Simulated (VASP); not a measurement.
Here is the system:

```
CELL_PARAMETERS angstrom
      4.64098    -8.03841     0.00000
      4.64098     8.03841     0.00000
      0.00000     0.00000    10.12768
ATOMIC_POSITIONS crystal
  Si 0.99970 0.99980 0.99989
  Si 0.99928 0.99956 0.50000
  Si 0.22329 0.11225 0.75063
  Si 0.11121 0.22096 0.25088
  Si 0.99950 0.33220 0.00007
  Si 0.99961 0.33131 0.50013
  Si 0.22156 0.44426 0.75100
  Si 0.11037 0.55421 0.25095
  Si 0.99964 0.66631 0.00024
  Si 0.99703 0.66454 0.50050
  Si 0.22127 0.77787 0.75051
  Si 0.11093 0.88785 0.25106
  Si 0.33304 0.99984 0.00026
  Si 0.33418 0.00172 0.50049
  Si 0.55578 0.11072 0.75071
  Si 0.44526 0.22184 0.25032
  Si 0.33282 0.33310 0.00097
  Si 0.34457 0.34914 0.49797
  Si 0.55501 0.44427 0.75647
  Si 0.44378 0.55486 0.24986
  Si 0.33268 0.66676 0.00020
  Si 0.33065 0.66798 0.50119
  Si 0.55469 0.77753 0.75106
  Si 0.44454 0.88843 0.25101
  Si 0.66707 0.99979 0.00013
  Si 0.66737 0.99916 0.50019
  Si 0.88880 0.11027 0.75091
  Si 0.77853 0.22017 0.24935
  Si 0.66659 0.33271 0.00069
  Si 0.66806 0.33066 0.49624
  Si 0.88828 0.44324 0.75067
  Si 0.77698 0.55344 0.25030
  Si 0.66631 0.66656 0.00109
  Si 0.64943 0.65405 0.49816
  Si 0.88690 0.77594 0.75067
  Si 0.77789 0.88751 0.25104
  C  0.00025 0.99886 0.81245
  C  0.00008 0.99887 0.31346
  C  0.22954 0.11926 0.56224
  C  0.11075 0.22138 0.06232
  C  0.99986 0.33241 0.81326
  C  0.00033 0.33207 0.31299
  C  0.22125 0.44674 0.56325
  C  0.11050 0.55463 0.06234
  C  0.99921 0.66554 0.81331
  C  0.99895 0.66552 0.31336
  C  0.21942 0.77951 0.56190
  C  0.11091 0.88836 0.06232
  C  0.33350 0.99979 0.81334
  C  0.33339 0.99994 0.31338
  C  0.55589 0.10916 0.56232
  C  0.44416 0.22185 0.06179
  C  0.33215 0.33288 0.81449
  C  0.33447 0.33360 0.31129
  C  0.44373 0.55549 0.06164
  C  0.33255 0.66637 0.81346
  C  0.33255 0.66633 0.31370
  C  0.55201 0.77748 0.56332
  C  0.44451 0.88881 0.06241
  C  0.66659 0.99917 0.81326
  C  0.66677 0.99851 0.31308
  C  0.88892 0.10977 0.56227
  C  0.77791 0.22122 0.06108
  C  0.66679 0.33224 0.81383
  C  0.66794 0.33084 0.30909
  C  0.88968 0.44289 0.56228
  C  0.77741 0.55494 0.06183
  C  0.66622 0.66706 0.81459
  C  0.66517 0.66415 0.31140
  C  0.87976 0.76943 0.56230
  C  0.77798 0.88853 0.06243
```
Cell charge +1.

The numbers are results of HSE06 screened hybrid, VASP's PBE PAW potentials (set 64) (plane waves; VASP), not measurements. Run with PREC = Normal, LREAL = Auto, ISYM = 0, NELECT = 283.0, EDIFF = 1E-5, 400 eV cut-off, 1×1×1 Γ-centred mesh, Gaussian smearing of 0.050 eV, potentials Si C. Starting moments (MAGMOM): 71*0.0423. The cell's moment is fixed (NUPDOWN = 3).

The cell is charged, with a uniform compensating background. The supercell is sampled at Γ alone, which is coarse: total energies, pressure and levels can be off, energies of defects by several tenths of an eV.

Estimate the cell moment, energy per atom (σ→0).

- cell moment = 3.00 μB
- energy per atom (σ→0) = -8.637 eV/atom

Give the moment on each site (PAW-sphere projection).

| site | moment (μB) |
|---|---|
| Si1 | 0.00 |
| Si2 | 0.00 |
| Si3 | 0.00 |
| Si4 | 0.01 |
| Si5 | 0.00 |
| Si6 | 0.00 |
| Si7 | 0.00 |
| Si8 | 0.00 |
| Si9 | 0.00 |
| Si10 | 0.00 |
| Si11 | 0.00 |
| Si12 | 0.00 |
| Si13 | 0.00 |
| Si14 | 0.00 |
| Si15 | 0.00 |
| Si16 | 0.00 |
| Si17 | 0.01 |
| Si18 | 0.04 |
| Si19 | 0.19 |
| Si20 | 0.00 |
| Si21 | 0.00 |
| Si22 | 0.00 |
| Si23 | 0.00 |
| Si24 | 0.00 |
| Si25 | 0.00 |
| Si26 | 0.00 |
| Si27 | 0.00 |
| Si28 | 0.01 |
| Si29 | 0.01 |
| Si30 | 0.21 |
| Si31 | 0.00 |
| Si32 | 0.00 |
| Si33 | 0.01 |
| Si34 | 0.04 |
| Si35 | 0.00 |
| Si36 | 0.01 |
| C37 | 0.02 |
| C38 | 0.02 |
| C39 | 0.01 |
| C40 | 0.03 |
| C41 | 0.01 |
| C42 | 0.01 |
| C43 | 0.05 |
| C44 | 0.03 |
| C45 | 0.02 |
| C46 | 0.02 |
| C47 | 0.01 |
| C48 | 0.03 |
| C49 | 0.02 |
| C50 | 0.02 |
| C51 | 0.04 |
| C52 | 0.03 |
| C53 | 0.03 |
| C54 | 0.04 |
| C55 | 0.04 |
| C56 | 0.02 |
| C57 | 0.03 |
| C58 | 0.05 |
| C59 | 0.03 |
| C60 | 0.01 |
| C61 | 0.02 |
| C62 | 0.01 |
| C63 | 0.03 |
| C64 | 0.03 |
| C65 | 0.03 |
| C66 | 0.04 |
| C67 | 0.03 |
| C68 | 0.03 |
| C69 | 0.04 |
| C70 | 0.01 |
| C71 | 0.03 |

Only differences to runs with the same potentials and settings are physical.

The cell is a supercell with a defect, built from SiC (4h): vac_C, charge +1. The cell's shape comes from a PBE relaxation.
